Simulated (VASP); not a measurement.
Calculation: PBE GGA, VASP's PBE PAW potentials (set 64) (plane waves; VASP 6.6.1).

Input for VASP

File KPOINTS:
```
Automatic mesh
0
Gamma
4 4 4
0 0 0
```

INCAR:
```
! general
SYSTEM = KMgF3
PREC   = Accurate
ENCUT  = 400
LREAL  = .FALSE.   ! projection in real space or not
LASPH  = .TRUE.

! electronic loop
EDIFF  = 1E-6
NELM   = 100   ! most electronic steps
ALGO   = Normal   ! blocked Davidson

! smearing
ISMEAR = -1   ! Fermi-Dirac
SIGMA  = 0.05   ! width (eV)

! functional
GGA    = PE

! ions
ISIF   = 2

! output
LWAVE  = .FALSE.
LCHARG = .FALSE.
```

**POSCAR**
```
KMgF3
3.91020
  1.0000000000   0.0000000000   0.0000000000
  0.0000000000   1.0000000000   0.0000000000
  0.0000000000   0.0000000000   1.0000000000
K Mg F
1 1 3
Cartesian
  0.0000000000   0.0000000000   0.0000000000
  0.5000000000   0.5000000000   0.5000000000
  0.5000000000   0.0000000000   0.5000000000
  0.0000000000   0.5000000000   0.5000000000
  0.5000000000   0.5000000000   0.0000000000
```

POTCAR, in this order: K_sv Mg F (PBE.64 set). Program: vasp_std.

The resulting files:

OSZICAR:
```
       N       E                     dE             d eps       ncg     rms          rms(c)
DAV:   1     0.202759120733E+03    0.20276E+03   -0.15824E+04   400   0.129E+03
DAV:   2    -0.182488608238E+02   -0.22101E+03   -0.21219E+03   532   0.352E+02
DAV:   3    -0.262046405188E+02   -0.79558E+01   -0.79356E+01   488   0.663E+01
DAV:   4    -0.264493899048E+02   -0.24475E+00   -0.24443E+00   628   0.973E+00
DAV:   5    -0.264511964831E+02   -0.18066E-02   -0.18065E-02   476   0.904E-01    0.873E+00
DAV:   6    -0.243735228634E+02    0.20777E+01   -0.83015E+00   440   0.219E+01    0.409E+00
DAV:   7    -0.243584269888E+02    0.15096E-01   -0.26499E-01   508   0.344E+00    0.259E+00
DAV:   8    -0.243573826776E+02    0.10443E-02   -0.69254E-02   472   0.275E+00    0.275E-01
DAV:   9    -0.243570484256E+02    0.33425E-03   -0.14666E-02   500   0.886E-01    0.121E-01
DAV:  10    -0.243573310714E+02   -0.28265E-03   -0.13222E-03   520   0.283E-01    0.608E-02
DAV:  11    -0.243573410517E+02   -0.99803E-05   -0.10919E-04   480   0.790E-02    0.198E-02
DAV:  12    -0.243573323806E+02    0.86710E-05   -0.44380E-05   460   0.493E-02    0.247E-03
DAV:  13    -0.243573326549E+02   -0.27426E-06   -0.16599E-06   332   0.103E-02
   1 F= -.24357333E+02 E0= -.24357333E+02  d E =-.638789E-10
```

OUTCAR:
```
------------------------ aborting loop because EDIFF is reached ----------------------------------------
  FORCE on cell =-STRESS in cart. coord.  units (eV):
  Direction    XX          YY          ZZ          XY          YZ          ZX
  --------------------------------------------------------------------------------------
  Total        0.0677889      0.0677889      0.0677889      0.0000000     -0.0000000      0.0000000
  in kB        1.8166542      1.8166542      1.8166542      0.0000000     -0.0000000      0.0000000
  external PRESSURE =       1.8166542 kB  Pullay stress =       0.0000000 kB
  volume of cell :       59.79
      direct lattice vectors                 reciprocal lattice vectors
     3.910200000  0.000000000  0.000000000     0.255741394  0.000000000  0.000000000
     0.000000000  3.910200000  0.000000000     0.000000000  0.255741394  0.000000000
     0.000000000  0.000000000  3.910200000     0.000000000  0.000000000  0.255741394
 POSITION                                       TOTAL-FORCE (eV/Angst)
 -----------------------------------------------------------------------------------
      0.00000      0.00000      0.00000         0.000000      0.000000      0.000000
      1.95510      1.95510      1.95510         0.000000      0.000000      0.000000
      1.95510      0.00000      1.95510         0.000000      0.000000      0.000000
      0.00000      1.95510      1.95510         0.000000      0.000000      0.000000
      1.95510      1.95510      0.00000         0.000000      0.000000      0.000000
 -----------------------------------------------------------------------------------
    total drift:                                0.000000      0.000000      0.000000
  FREE ENERGIE OF THE ION-ELECTRON SYSTEM (eV)
  ---------------------------------------------------
  free  energy   TOTEN  =       -24.3573326549 eV

  energy  without entropy=      -24.3573326548  energy(sigma->0) =      -24.35733265
```
(Selected blocks of OUTCAR.)

At this cut-off the stress carries a Pulay error, which pulls relaxed volumes low.

The structure is a typed KMgF3 crystal (Pm-3m). The cell was not relaxed at this level, and its volume differs by -5.9 % from the start's.
